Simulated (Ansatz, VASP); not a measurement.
**LiF (Griceite): VASP beside Ansatz**

Aim: how closely do two programs agree when they are given the same cell, functional and k mesh? The cell is taken from a series of runs on this material, whose earlier steps may have relaxed, scaled, displaced or heated it; both programs get it as it stands.

Program: Ansatz 0.2.0. Level of theory: plane waves, with VASP 6.6.1 beside it; relaxation of cell and atoms at LDA. Results are calculated unless marked as measured.

## Step 1: The structure

The structure is cubic, space group Fm-3m (No. 225). The conventional cell has a = 3.909 Å, b = 3.909 Å, c = 3.909 Å, α = 90.00°, β = 90.00°, γ = 90.00°. Nearest to Li lie 6 F at 1.95 Å. F has 6 Li at 1.95 Å nearest. Farther neighbours and most contacts between anions are not listed.

Coordinates:

```cif
data_structure
_symmetry_space_group_name_H-M 'Fm-3m'
_symmetry_Int_Tables_number 225
_cell_length_a 3.9089
_cell_length_b 3.9089
_cell_length_c 3.9089
_cell_angle_alpha 90.000
_cell_angle_beta 90.000
_cell_angle_gamma 90.000
_cell_volume 59.73
loop_
_atom_site_label
_atom_site_type_symbol
_atom_site_symmetry_multiplicity
_atom_site_Wyckoff_symbol
_atom_site_fract_x
_atom_site_fract_y
_atom_site_fract_z
_atom_site_occupancy
Li1 Li 4 a 0.00000 0.00000 0.00000 1
F1 F 4 b 0.50000 0.00000 0.00000 1
```

## Step 2: Ansatz: relaxation of cell and atoms, LDA

Ansatz runs on its default PAW (the set named soft_2) files.

The relaxed volume is the usual yardstick between codes: in a stiff, nearly cubic crystal its relative difference is about their pressure difference at one cell divided by the bulk modulus.

input.yaml

```yaml
crystal:
  lattice:
    - [0.0, 1.9544544221, 1.9544544221]
    - [1.9544544221, 0.0, 1.9544544221]
    - [1.9544544221, 1.9544544221, 0.0]
  atoms:
    - { symbol: Li, position: [0.0, 0.0, 0.0] }
    - { symbol: F, position: [0.5, 0.5, 0.5] }
kpoints:
  mp_grid: { grid: [10, 10, 10] }
hamiltonian:
  xc: lda
scf:
  occupations: { method: gaussian, width: 0.02 }
output:
  forces: true
  stress: true
  eigenvalues: true
  write_density: true
  write_potential: true
  elf: true
  volumetric_format: npy
relax:
  adjacent_minimum: "off"
  f_tol: 0.005
  max_steps: 80
  cell: { stress_tol: 0.05 }
```

The run is started by

```bash
$ ansatz run input.yaml --threads 16 --pin off --max-ram 30720MiB --backend cpu --events-out ev --progress --plain --runs-dir out
```

Numbers of over 12 decimals in the logs are rounded to 6 here.

The program printed:

```text
Engine: ansatz 0.2.0, aarch64-unknown-linux-gnu
Pseudopotentials: kind: paw
Pseudopotential: Li, paw, valence charge 3, recommended cutoff 420 eV (normal), Li.paw.azcp
Pseudopotential: F, paw, valence charge 7, recommended cutoff 420 eV (normal), F.paw.azcp
Functional definition: SPW92
  exchange = slater_x
  correlation = pw_c
Crystal: 2 atoms, lattice volume = 14.932 Å³
Basis set: ecut = 420 eV, 283 PW (Γ)
Bands: 9, of which v1, the nominal top of the filled ones, is band 5 counted from 1 (4 counted from 0)
Symmetry: 48 space group operations
Space group: Fm-3m (ITA 225), of the structure as read, at distance tolerance 2.5e-5 Å
k-points: 47 of 1000
Non-local potential: Li, projectors of the file, l = 0: 3, l = 1: 2, l = 2: 1
Non-local potential: F, projectors of the file, l = 0: 2, l = 1: 2, l = 2: 1
PAW form: soft (Blöchl's): semilocal exchange-correlation on the pseudo side does not see the compensation charge
PAW frozen core: F, regenerated for the run's functional, and the local potential with it (the file was generated under x = pbe(κ = 0.804, μ = 0.219515), c = pbe(β = 0.066725))
PAW one-centre angular grid: Li, 110 points (default); XC on 64 Gauss nodes
PAW one-centre angular grid: F, 110 points (default); XC on 64 Gauss nodes
Initial density: superposition of atomic densities (neutral atoms: chi_scale 0, normalization atom), corrected by the library's trained network
Initial wavefunctions: pseudopotential atomic-orbital guess
Functional: x = slater, c = lda
SCF iter   1: F=—  HF=-998.718425 eV  |F-HF|=—  |Δ(HF+E_count)|=         —  Δρ=2.23e-2  dr2=4.97e-2  ethr=1.77e-3  ⟨swp⟩=5.1  Hψ=2622  notcnv=0
preconditioner: auto → none  [insulator: Δε(μ)=9.473 eV  Ē_g=22.994 eV  σ=0.020 eV  W_gap=1.00  n_scr=0 (ndim 8)  ℏωp=27.2 eV  f_vac=0.000  D(μ)=0.00/eV (n_scr^D=0)  ε∞_Penn≈2.4]
SCF iter   2: F=—  HF=-998.699703 eV  |F-HF|=—  |Δ(HF+E_count)|=   1.87e-2  Δρ=9.49e-3  dr2=5.02e-3  ethr=4.97e-4  ⟨swp⟩=3.0  Hψ=1177  notcnv=0
SCF iter   3: F=—  HF=-998.697269 eV  |F-HF|=—  |Δ(HF+E_count)|=   2.43e-3  Δρ=2.12e-3  dr2=3.46e-4  ethr=5.02e-5  ⟨swp⟩=2.5  Hψ=780  notcnv=0
SCF iter   4: F=—  HF=-998.696923 eV  |F-HF|=—  |Δ(HF+E_count)|=   3.45e-4  Δρ=4.12e-4  dr2=9.16e-6  ethr=3.46e-6  ⟨swp⟩=2.0  Hψ=809  notcnv=0
SCF iter   5: F=—  HF=-998.696913 eV  |F-HF|=—  |Δ(HF+E_count)|=   1.01e-5  Δρ=5.25e-5  dr2=3.08e-7  ethr=9.16e-8  ⟨swp⟩=2.0  Hψ=470  notcnv=0
SCF iter   6: F=-998.696913 eV  HF=-998.696913 eV  |F-HF|=3.76e-10  |Δ(HF+E_count)|=   1.54e-7  Δρ=2.32e-6  dr2=4.82e-10  ethr=1.00e-9  ⟨swp⟩=7.6  Hψ=2471  notcnv=0
SCF 1 converged in 6 iterations: F = -998.696913 eV  dr2 = 4.82e-10
  greatest PAW one-centre occupation: 1.000 electrons in one spin orbital (limit 2), on the Li atom at site 0 (counted from 0), in its partial waves of l = 0
relax step   1: F+E_penalty+E_count = -998.69691309 eV  Δ(F+E_penalty+E_count) = +0.000e0 eV  max|allowed force component| = 1.119e-29 eV/Å  Δτ_max = 0.0000 Å  P = -0.006 GPa  Ω = 14.932 Å³  (6 SCF iters, dr2 threshold 1.00e-7 eV, accepted)
Initial density: handed on by an earlier stage of this run
Initial wavefunctions: pseudopotential atomic-orbital guess (no wavefunctions were taken with the density)
iter 1 solved again at ethr=2.06e-6 eV; its pass at ethr=3.10e-3 eV (dr2=2.06e-4 eV) is discarded
SCF iter   1: F=—  HF=-998.696912 eV  |F-HF|=—  |Δ(HF+E_count)|=         —  Δρ=2.05e-6  dr2=3.40e-10  ethr=2.06e-6  ⟨swp⟩=1.7  Hψ=3487  notcnv=0
eigensolver tolerance schedule: the retry pair's looser diagonalisation over-reported the residual by 606637.44 of it (diagonalisation noise at an unbounded share of the residual, at the tolerance the schedule requests for it); recorded, not acted on — ethr = c·dr2/N_el stays at c = 1.0e-1
preconditioner: auto → none  [insulator: Δε(μ)=9.697 eV  Ē_g=23.202 eV  σ=0.020 eV  W_gap=1.00  n_scr=0 (ndim 8)  ℏωp=27.2 eV  f_vac=0.000  D(μ)=0.00/eV (n_scr^D=0)  ε∞_Penn≈2.4]
SCF iter   2: F=—  HF=-998.696913 eV  |F-HF|=—  |Δ(HF+E_count)|=   1.35e-6  Δρ=1.39e-6  dr2=8.45e-11  ethr=3.40e-12  ⟨swp⟩=3.1  Hψ=801  notcnv=0
SCF iter   3: F=—  HF=-998.696913 eV  |F-HF|=—  |Δ(HF+E_count)|=  4.87e-11  Δρ=6.52e-7  dr2=3.40e-11  ethr=1.00e-12  ⟨swp⟩=2.0  Hψ=658  notcnv=0
SCF iter   4: F=-998.696913 eV  HF=-998.696913 eV  |F-HF|=2.16e-12  |Δ(HF+E_count)|=  9.21e-12  Δρ=1.58e-7  dr2=3.00e-12  ethr=1.00e-12  ⟨swp⟩=4.6  Hψ=1312  notcnv=0
SCF 2 converged in 4 iterations: F = -998.696913 eV  dr2 = 3.00e-12
relax step   2: F+E_penalty+E_count = -998.69691309 eV  Δ(F+E_penalty+E_count) = -1.083e-10 eV  max|allowed force component| = 1.431e-29 eV/Å  Δτ_max = 0.0000 Å  P = -0.006 GPa  Ω = 14.932 Å³  stress off target by 6.39e-3 GPa  SCF on the basis re-selected at this cell (its energy is not comparable with the rows above)  (4 SCF iters)
basis re-selected at this cell: Δ(F+E_penalty+E_count) = -1.083e-10 eV, ΔP = -0.000 GPa vs the last step (what re-selecting the basis moved, of the pressure what is left beyond the Pulay correction that the steps carried, after the strain that the cell walked since its last selection, with what the two solves' SCF thresholds leave and, on support functions, any second-order correction that the steps lacked; it is no  [...]
SCF converged after 4 iterations
Free energy (F): -998.696913 eV
Harris-Foulkes:  -998.696913 eV  (|F-HF|=2.16e-12)
Internal energy: -998.696913 eV  (E = F + TS)
E sigma→0 (E₀):  -998.696913 eV
Fermi energy:    6.199140 eV
--- Per-component energies (eV) ---
  E_band       = -112.088036
  E_kinetic    = 229.820646
  E_local      = -613.002891  (includes V_loc(G=0)·N_el)
  E_nonlocal   = 43.071698
  E_hartree    = 211.783922
  E_xc         = -89.968709
  E_vxc        = -116.592869  (∫ρ·V_xc dr)
  E_paw        = -206.413370  (= ΣΔE_a)
  E_vpaw       = -78.954494  (= ΣTr[D̂ρ^β])
  E_aug_tail   = 0.002072  (compensation charges beyond the density's cutoff)
  E_ewald      = -574.103533
  E_core_change = 0.113252  (= ΣΔE_core)
  E_smearing   = -0.000000  (= −TS)
  E_closure    = -0.000000  (closes the sum)
  Σ components = -998.696913   (vs F -998.696913, Δ=0.00e0)
--- Forces (eV/Å), atoms counted from 1 ---
  atom   1  Li    -0.00000000     0.00000000     0.00000000
  atom   2  F      0.00000000    -0.00000000     0.00000000
  max |Σ_I F_I| component: 2.82e-29 eV/Å
--- Stress (GPa, compression-positive) ---
       -0.006385      -0.000000       0.000000
        0.000000      -0.006385       0.000000
        0.000000       0.000000      -0.006385
  P = ⅓ Tr σ = -0.0064 GPa (-0.064 kbar)
--- Band table (eV; the first three rows and the last of 47) ---
  k-point 0: bands = ["-38.1909", "-18.4888", "1.3504", "1.3504", "1.3504", "11.0478", "25.9735", "25.9735", "25.9735"]
  k-point 1: bands = ["-38.1812", "-18.4445", "1.0270", "1.3230", "1.3230", "11.3270", "23.0486", "24.5844", "24.5844"]
  k-point 2: bands = ["-38.1560", "-18.3246", "0.2511", "1.2544", "1.2544", "11.9106", "20.5316", "22.9845", "22.9845"]
  k-point 46: bands = ["-38.0631", "-17.6570", "-1.4497", "-0.7305", "0.4228", "16.6599", "16.8703", "19.2705", "21.5517"]
--- Relaxed structure (1 steps of the walk, 1 accepted, 1 SCFs on fresh bases) ---
  F+E_penalty+E_count = -998.69691309 eV   max|allowed force component| = 1.431e-29 eV/Å   (the final SCF, on the basis selected at the relaxed cell)
  cell:  # Å, volume = 14.9316 Å³
    - [0.0, 1.9544544221, 1.9544544221]
    - [1.9544544221, 0.0, 1.9544544221]
    - [1.9544544221, 1.9544544221, 0.0]
  atoms:
    - { symbol: Li, position: [0.0, 0.0, 0.0] }
    - { symbol: F, position: [0.5, 0.5, 0.5] }
```

## Step 3: VASP: relaxation of cell and atoms, LDA

The same cell, functional (in two slightly different forms), mesh and smearing now go to VASP, with its own data sets.

Lines of VASP's logs that name or quote its potential files are left out, and so is its time.

INCAR

```
SYSTEM = LiF
PREC = Accurate
ENCUT = 750
EDIFF = 1E-07
NELM = 120
ISMEAR = 0
SIGMA = 0.02
LREAL = .FALSE.
ALGO = Normal
GGA = CA
NBANDS = 11
LORBIT = 11
LWAVE = .FALSE.
LCHARG = .FALSE.
ISIF = 3
IBRION = 2
NSW = 80
EDIFFG = -0.005
LASPH = .TRUE.
GGA_COMPAT = .FALSE.
NELMIN = 4
EFERMI = MIDGAP
```

POSCAR

```
LiF
1.0
    0.0000000000      1.9544540000      1.9544540000
    1.9544540000      0.0000000000      1.9544540000
    1.9544540000      1.9544540000      0.0000000000
Li F
1 1
Direct
    0.0000000000      0.0000000000      0.0000000000
    0.5000000000      0.5000000000      0.5000000000
```

KPOINTS

```
Automatic mesh
0
Gamma
10 10 10
0 0 0
```

The projector-augmented-wave data sets are Li_sv and F (LDA family, release 64).

The run is started by

```bash
$ mpirun -np 1 vasp_std
```

The program printed:

```text
[banner, memory and clock lines left out]
running    1 mpi-ranks, on    1 nodes
 distrk:  each k-point on    1 cores,    1 groups
 distr:  one band on    1 cores,    1 groups

 POSCAR found type information on POSCAR LiF
 POSCAR found :  2 types and       2 ions
 LDA part: xc-table for (Slater(with rela. corr.)+CA(PZ))
 , standard interpolation
 POSCAR, INCAR and KPOINTS ok, starting setup
 FFT: planning ... GRIDC
 FFT: planning ... GRID_SOFT
 FFT: planning ... GRID
 WAVECAR not read
 entering main loop
       N       E                     dE             d eps       ncg     rms          rms(c)
DAV:   1     0.405274985753E+02    0.40527E+02   -0.67233E+03  1050   0.121E+03
DAV:   2    -0.955246380264E+01   -0.50080E+02   -0.49246E+02  1169   0.232E+02
DAV:   3    -0.109739181146E+02   -0.14215E+01   -0.14138E+01  1331   0.346E+01
DAV:   4    -0.109955094832E+02   -0.21591E-01   -0.21589E-01  1228   0.464E+00
DAV:   5    -0.109957093034E+02   -0.19982E-03   -0.19982E-03  1326   0.355E-01    0.422E+00
DAV:   6    -0.105229384952E+02    0.47277E+00   -0.22061E+00  1202   0.999E+00    0.131E+00
DAV:   7    -0.105120980158E+02    0.10840E-01   -0.17065E-02  1408   0.123E+00    0.789E-01
DAV:   8    -0.105067987046E+02    0.52993E-02   -0.89725E-03  1487   0.111E+00    0.984E-02
DAV:   9    -0.105067661901E+02    0.32514E-04   -0.73915E-04  1184   0.271E-01    0.376E-02
DAV:  10    -0.105067793657E+02   -0.13176E-04   -0.30677E-05  1228   0.464E-02    0.695E-03
DAV:  11    -0.105067789340E+02    0.43168E-06   -0.14249E-06  1359   0.143E-02    0.113E-03
DAV:  12    -0.105067789341E+02   -0.86175E-10   -0.26877E-07  1278   0.401E-03
   1 F= -.10506779E+02 E0= -.10506779E+02  d E =-.105068E+02
[...]
2 F= -.10506910E+02 E0= -.10506910E+02  d E =-.130607E-03
[...]
3 F= -.10506919E+02 E0= -.10506919E+02  d E =-.140269E-03
 curvature:  -0.41 expect dE=-0.523E-05 dE for cont linesearch -0.523E-05
 ZBRENT: interpolating
 opt :   1.6174  next Energy=   -10.506930 (dE=-0.151E-03)
 bond charge predicted
       N       E                     dE             d eps       ncg     rms          rms(c)
DAV:   1    -0.105071522915E+02   -0.23312E-03   -0.41519E-03  1061   0.572E-01    0.122E-01
DAV:   2    -0.105069382135E+02    0.21408E-03   -0.11189E-03  1148   0.239E-01    0.230E-02
DAV:   3    -0.105069332503E+02    0.49631E-05   -0.83576E-06  1271   0.299E-02    0.129E-02
DAV:   4    -0.105069307757E+02    0.24746E-05   -0.24795E-06  1524   0.142E-02    0.979E-04
DAV:   5    -0.105069307789E+02   -0.32018E-08   -0.13762E-07   994   0.359E-03
   4 F= -.10506931E+02 E0= -.10506931E+02  d E =-.151845E-03
 curvature:  -0.82 expect dE=-0.487E-07 dE for cont linesearch -0.487E-07
 trial: gam= 0.00000 g(F)=  0.988E-60 g(S)=  0.597E-07 ort =-0.342E-05 (trialstep = 0.112E+01)
 search vector abs. value=  0.598E-07
 reached required accuracy - stopping structural energy minimisation
```

Parts of OUTCAR (step 3):

```text
ion  position               nearest neighbor table
   1  0.000  0.000  0.000-   2 1.95   2 1.95   2 1.95   2 1.95   2 1.95   2 1.95
   2  0.500  0.500  0.500-   1 1.95   1 1.95   1 1.95   1 1.95   1 1.95   1 1.95

  LATTYP: Found a face centered cubic cell.
 ALAT       =     3.9089080000

 Subroutine GETGRP returns: Found 48 space group operations
 (whereof 48 operations were pure point group operations)

The static configuration has the point symmetry O_h .

 Found     47 irreducible k-points:

   k-points           NKPTS =     47   k-points in BZ     NKDIM =     47   number of bands    NBANDS=     11

   dimension x,y,z NGX =    28 NGY =   28 NGZ =   28
   dimension x,y,z NGXF=    56 NGYF=   56 NGZF=   56

   ENCUT  =  750.0 eV  55.12 Ry    7.42 a.u.   6.17  6.17  6.17*2*pi/ulx,y,z

   NELECT =      10.0000    total number of electrons

 k-points in reciprocal lattice and weights: Automatic mesh
   0.00000000  0.00000000  0.00000000       0.001
   0.10000000  0.00000000  0.00000000       0.008
   0.20000000  0.00000000  0.00000000       0.008
   0.30000000  0.00000000  0.00000000       0.008
   0.40000000  0.00000000  0.00000000       0.008
   0.50000000  0.00000000  0.00000000       0.004
   0.10000000  0.10000000  0.00000000       0.006
   0.20000000  0.10000000  0.00000000       0.024
   0.30000000  0.10000000  0.00000000       0.024
[...]
-0.30000000  0.40000000  0.20000000       0.024
  -0.30000000  0.50000000  0.20000000       0.012

 average (electrostatic) potential at core
       1 -62.9234       2 -76.1244

 E-fermi :   4.1933

 k-point     1 :       0.0000    0.0000    0.0000
  band No.  band energies     occupation
      1     -40.2461      2.00000
      2     -20.5229      2.00000
      3      -0.6776      2.00000
      4      -0.6776      2.00000
      5      -0.6776      2.00000
      6       9.0643      0.00000
      7      24.0425      0.00000
      8      24.0425      0.00000
      9      24.0425      0.00000
     10      24.1877      0.00000
    ...

 k-point     2 :       0.1000    0.0000    0.0000
  band No.  band energies     occupation
      1     -40.2362      2.00000
      2     -20.4772      2.00000
      3      -1.0021      2.00000
      4      -0.7045      2.00000
      5      -0.7045      2.00000
      6       9.3442      0.00000
      7      21.0682      0.00000
      8      22.6245      0.00000
      9      22.6245      0.00000
     10      25.3489      0.00000
    ...

 k-point     3 :       0.2000    0.0000    0.0000
  band No.  band energies     occupation
      1     -40.2102      2.00000
      2     -20.3540      2.00000
      3      -1.7858      2.00000
      4      -0.7735      2.00000
      5      -0.7735      2.00000
      6       9.9243      0.00000
      7      18.5434      0.00000
      8      21.0121      0.00000
      9      21.0121      0.00000
     10      26.5698      0.00000
    ...

  Total        0.0009080      0.0009080      0.0009080     -0.0000000     -0.0000000      0.0000000
  in kB        0.0980225      0.0980225      0.0980225     -0.0000000     -0.0000000      0.0000000
  external PRESSURE =       0.0980225 kB  Pullay stress =       0.0000000 kB

  energy-cutoff  :      750.00
  volume of cell :       14.84
      direct lattice vectors                 reciprocal lattice vectors
     0.000000000  1.950490759  1.950490759    -0.256345742  0.256345742  0.256345742
     1.950490759  0.000000000  1.950490759     0.256345742 -0.256345742  0.256345742
     1.950490759  1.950490759  0.000000000     0.256345742  0.256345742 -0.256345742

 POSITION                                       TOTAL-FORCE (eV/Angst)
 -----------------------------------------------------------------------------------
      0.00000      0.00000      0.00000         0.000000     -0.000000      0.000000
      1.95049      1.95049      1.95049        -0.000000      0.000000     -0.000000
 -----------------------------------------------------------------------------------
    total drift:                                0.000000      0.000000      0.000000

  FREE ENERGIE OF THE ION-ELECTRON SYSTEM (eV)
  ---------------------------------------------------
  free  energy   TOTEN  =       -10.5069307789 eV

  energy  without entropy=      -10.5069307789  energy(sigma->0) =      -10.50693078

 reached required accuracy - stopping structural energy minimisation

 total charge
# of ion       s       p       d       tot
------------------------------------------
    1        2.023   0.081   0.000   2.105
    2        1.716   4.408   0.000   6.124
--------------------------------------------------
tot          3.739   4.489   0.000   8.228

[... 3 further parts left out ...]
```

CONTCAR:

```
LiF
   1.00000000000000
     0.0000000000000000    1.9504907592692200    1.9504907592692200
     1.9504907592692200    0.0000000000000000    1.9504907592692200
     1.9504907592692200    1.9504907592692200    0.0000000000000000
  Li              F
     1     1
Direct
     0.0000000000000000    0.0000000000000000    0.0000000000000000
     0.5000000000000000    0.5000000000000000    0.5000000000000000
```

The gap is read on the k-mesh alone, so it is an upper bound where the band edges lie off the mesh. The run keeps the 48 symmetry operations of its start, so it cannot find a distortion of lower symmetry.

## Step 4: Side by side

Known differences besides the potentials themselves: the two LDA forms differ slightly; the cutoff is 420 eV in Ansatz and 750 eV in VASP; VASP's log shows a relativistic correction to its local exchange, Ansatz's none; Ansatz adds a Pulay correction to the stress that steers its cell, VASP none. Total energies have different zeros and are not compared.

Compared:

```csv
quantity,Ansatz,VASP,difference
volume (Å³),14.93,14.84,+0.61 %
"edge a after relaxation, in the typed setting (Å)",2.764,2.758,+0.20 %
```

## Step 5: Summary of results

| Property | Result |
| --- | --- |
| difference in volume (relaxation of cell and atoms, LDA) | 0.61 % |

In words: The difference in volume is 0.61 % (relaxation of cell and atoms, LDA), within the 1.2 % picked in this series as the mark of a large difference, as far as the stopping tolerances let one tell. How closely two codes agree says nothing of how well the functional describes the real material.

[Lines on the potential files, build, host, timing and source positions are cut from VASP's logs without a mark.]

[Logs are printed without paths, hosts, clocks, repeated set-up lines and the standing remarks that a program may print on its own settings, such as how far it seeks lower states.]

[Hosts, paths, dates, database ids (printed as entryN), source tags and the programs' standing remarks are cut or masked in the printed files.]
